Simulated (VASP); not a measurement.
W2N (relaxed from the CdI2 structure, space group P-3m1): computed properties

These are PBEsol GGA, VASP's PBE PAW potentials (set 64) (plane waves; VASP) values and carry that method's errors.

- space group = P-3m1 (164)
- cell = a = 2.804 Å, b = 2.804 Å, c = 5.315 Å, α = 90.00°, β = 90.00°, γ = 120.00°
- volume per atom = 12.06 Å³/atom
- band gap (over mesh and band path) = none (metal, semimetal or under 0.01 eV)
- density = 17.51 g/cm³

W2N is modelled in the trigonal space group P-3m1 (No. 164), the anti-CdI2 type structure, Pearson symbol hP3. Cell: a = b = 2.804 Å, c = 5.315 Å, α = β = 90.00°, γ = 120.00°. N on 1a has 6 W at 2.160 Å (octahedral). W on 2d has 3 N at 2.160 Å (trigonal pyramidal). (Neighbours: up to the widest gap in distance over summed covalent radii, below 1.35, at either atom; cation-cation and far metal-metal contacts left out.)

Unless said otherwise, spin-orbit coupling is left out, though it shifts the bands of the heavy elements here.

The structure was generated: W2N was put into the CdI2 type (P-3m1), which need not be its known phase. It was relaxed first. Symmetry was kept, so distortions that lower it aren't found. The electron count is odd and the run is not spin-polarised, which forces a metal.
